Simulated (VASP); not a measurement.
Data:

```
CELL_PARAMETERS angstrom
      3.00135     0.00000     0.00000
      0.00000     3.00135     0.00000
      0.00000     0.00000     3.00135
ATOMIC_POSITIONS crystal
  Al 0.50000 0.50000 0.50000
  Ru 0.00000 0.00000 0.00000
```

Method: PBE GGA, VASP's PBE PAW potentials (set 64) (plane waves; VASP 6.6.1). Settings: 400 eV cut-off, Gaussian smearing of 0.050 eV, potentials Al Ru_pv.

**Question.** Give the energies of bands 4 to 11 at the high-symmetry points, in eV from the Fermi level.

**Answer.** 
```csv
band,Γ,X,M,R
4,-9.60,-5.77,-5.96,-4.56
5,-3.49,-5.45,-3.00,-4.56
6,-3.49,-2.70,-1.34,-4.56
7,0.20,-1.56,-1.34,1.62
8,0.20,-1.56,-1.13,1.62
9,0.20,0.45,-1.13,2.54
10,6.05,2.28,1.53,4.14
11,6.05,7.47,5.27,4.14
```

It has no gap at this level: it comes out as a metal or semimetal.

The compound is RuAl in the CsCl type structure. It was relaxed first. The electron count is odd and the run is not spin-polarised, which forces a metal.
